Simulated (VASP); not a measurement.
Computed with PBEsol GGA, VASP's PBE PAW potentials (set 64) (plane waves; VASP).

VASP input:

**QPOINTS**
```
k-points along high-symmetry lines
13
Line-mode
Cartesian
  0.000000   0.000000   0.000000 ! GAMMA
  0.000000   0.166557   0.000000 ! H

  0.000000   0.166557   0.000000 ! H
  0.083279   0.083279   0.000000 ! N

  0.083279   0.083279   0.000000 ! N
  0.000000   0.000000   0.000000 ! GAMMA

  0.000000   0.000000   0.000000 ! GAMMA
  0.083279   0.083279   0.083279 ! P

  0.083279   0.083279   0.083279 ! P
  0.000000   0.166557   0.000000 ! H

  0.083279   0.083279   0.083279 ! P
  0.083279   0.083279   0.000000 ! N
```

### POSCAR
```
Cs
10.3991370
 -0.5773502809   0.5773502809   0.5773502809
  0.5773502809  -0.5773502809   0.5773502809
  0.5773502809   0.5773502809  -0.5773502809
Cs
8
Direct
  0.0000000000   0.0000000000   0.0000000000
  0.0000000000   0.0000000000   0.5000000000
  0.0000000000   0.5000000000   0.0000000000
  0.0000000000   0.5000000000   0.5000000000
  0.5000000000   0.0000000000   0.0000000000
  0.5000000000   0.0000000000   0.5000000000
  0.5000000000   0.5000000000   0.0000000000
  0.5000000000   0.5000000000   0.5000000000
```

KPOINTS:
```
Automatic mesh
0
Gamma
4 4 4
0 0 0
```

INCAR:
```
# general
SYSTEM          =Cs
PREC            =Accurate
ENCUT           =400
LREAL           =F
LASPH           =T

# electronic loop
EDIFF           =1E-7
NELM            =100
ALGO            =Normal
LMAXMIX         =4

# smearing
ISMEAR          =1
SIGMA           =0.1

# functional
GGA             =PS

# ions
IBRION          =6
NSW             =1
ISIF            =2
POTIM           =0.015
NFREE           =2

# output
LWAVE           =F
LCHARG          =F

# other
LPHON_DISPERSION=T
```

POTCAR, in this order: Cs_sv (PBE.64 set). Program: vasp_std.

The resulting files:

### OSZICAR
```
       N       E                     dE             d eps       ncg     rms          rms(c)
DAV:   1     0.560119214874E+03    0.56012E+03   -0.21463E+04   704   0.101E+03
DAV:   2     0.787011007079E+02   -0.48142E+03   -0.47661E+03   968   0.206E+02
DAV:   3    -0.544549933555E+01   -0.84147E+02   -0.83929E+02   834   0.872E+01
DAV:   4    -0.747278015908E+01   -0.20273E+01   -0.20113E+01   808   0.174E+01
DAV:   5    -0.749200361459E+01   -0.19223E-01   -0.19207E-01   848   0.167E+00    0.373E-01
DAV:   6    -0.748963117152E+01    0.23724E-02   -0.13037E-02   829   0.389E-01    0.254E-01
DAV:   7    -0.749089083598E+01   -0.12597E-02   -0.20380E-02   797   0.484E-01    0.961E-02
DAV:   8    -0.749154414222E+01   -0.65331E-03   -0.99062E-04   813   0.114E-01    0.244E-02
DAV:   9    -0.749157296026E+01   -0.28818E-04   -0.87276E-05   845   0.322E-02    0.867E-03
DAV:  10    -0.749157226677E+01    0.69349E-06   -0.49335E-06   805   0.619E-03    0.188E-03
DAV:  11    -0.749157143250E+01    0.83427E-06   -0.37350E-07   597   0.210E-03    0.568E-04
DAV:  12    -0.749157165148E+01   -0.21898E-06   -0.61330E-08   493   0.901E-04    0.151E-04
DAV:  13    -0.749157170596E+01   -0.54477E-07   -0.26380E-09   430   0.221E-04
   1 F= -.74915717E+01 E0= -.74836732E+01  d E =-.236955E-01
 Found     1 degrees of freedom:
       N       E                     dE             d eps       ncg     rms          rms(c)
DAV:   1    -0.749065328000E+01    0.91837E-03   -0.45533E-01  1148   0.236E+00    0.581E-02
DAV:   2    -0.749155990769E+01   -0.90663E-03   -0.98092E-03  1188   0.325E-01    0.292E-02
DAV:   3    -0.749154920421E+01    0.10703E-04   -0.83941E-05  1380   0.344E-02    0.204E-02
DAV:   4    -0.749153608593E+01    0.13118E-04   -0.55796E-05  1260   0.268E-02    0.734E-03
DAV:   5    -0.749153686668E+01   -0.78075E-06   -0.77594E-06  1270   0.891E-03    0.462E-03
DAV:   6    -0.749153682686E+01    0.39817E-07   -0.13175E-07  1012   0.150E-03
   2 F= -.74915368E+01 E0= -.74836389E+01  d E =-.236936E-01
       N       E                     dE             d eps       ncg     rms          rms(c)
DAV:   1    -0.748875165907E+01    0.27852E-02   -0.14233E+00  1118   0.396E+00    0.882E-02
DAV:   2    -0.749158662944E+01   -0.28350E-02   -0.30043E-02  1199   0.563E-01    0.437E-02
DAV:   3    -0.749156647835E+01    0.20151E-04   -0.25798E-04  1396   0.581E-02    0.310E-02
DAV:   4    -0.749153465491E+01    0.31823E-04   -0.14812E-04  1265   0.428E-02    0.109E-02
DAV:   5    -0.749153669771E+01   -0.20428E-05   -0.20713E-05  1302   0.145E-02    0.613E-03
DAV:   6    -0.749153676621E+01   -0.68503E-07   -0.36334E-07  1300   0.240E-03
   3 F= -.74915368E+01 E0= -.74836389E+01  d E =-.236937E-01
```

OUTCAR:
```
------------------------ aborting loop because EDIFF is reached ----------------------------------------
  FORCE on cell =-STRESS in cart. coord.  units (eV):
  Direction    XX          YY          ZZ          XY          YZ          ZX
  --------------------------------------------------------------------------------------
  Total       -0.0057933     -0.0062125     -0.0062125      0.0000000      0.0000000     -0.0000000
  in kB       -0.0107218     -0.0114975     -0.0114975      0.0000000      0.0000000     -0.0000000
  external PRESSURE =      -0.0112389 kB  Pullay stress =       0.0000000 kB
  volume of cell :      865.71
      direct lattice vectors                 reciprocal lattice vectors
    -6.003944668  6.003944668  6.003944668     0.000000000  0.083278582  0.083278582
     6.003944668 -6.003944668  6.003944668     0.083278582  0.000000000  0.083278582
     6.003944668  6.003944668 -6.003944668     0.083278582  0.083278582  0.000000000
 POSITION                                       TOTAL-FORCE (eV/Angst)
 -----------------------------------------------------------------------------------
     -0.01500      0.00000      0.00000         0.004881      0.000000     -0.000000
      3.00197      3.00197     -3.00197        -0.001162     -0.001213      0.001213
      3.00197     -3.00197      3.00197        -0.001162      0.001213     -0.001213
      6.00394      0.00000      0.00000        -0.000578      0.000000     -0.000000
     -3.00197      3.00197      3.00197        -0.001162      0.001213      0.001213
      0.00000      6.00394      0.00000         0.000174      0.000000     -0.000000
      0.00000      0.00000      6.00394         0.000174     -0.000000     -0.000000
      3.00197      3.00197      3.00197        -0.001162     -0.001213     -0.001213
 -----------------------------------------------------------------------------------
    total drift:                                0.000521      0.000001      0.000001
  FREE ENERGIE OF THE ION-ELECTRON SYSTEM (eV)
  ---------------------------------------------------
  free  energy   TOTEN  =        -7.4915367662 eV

  energy  without entropy=       -7.4678431084  energy(sigma->0) =       -7.48363888
```
(Selected blocks of OUTCAR.)

The cell is a supercell, built from Cs (bcc).
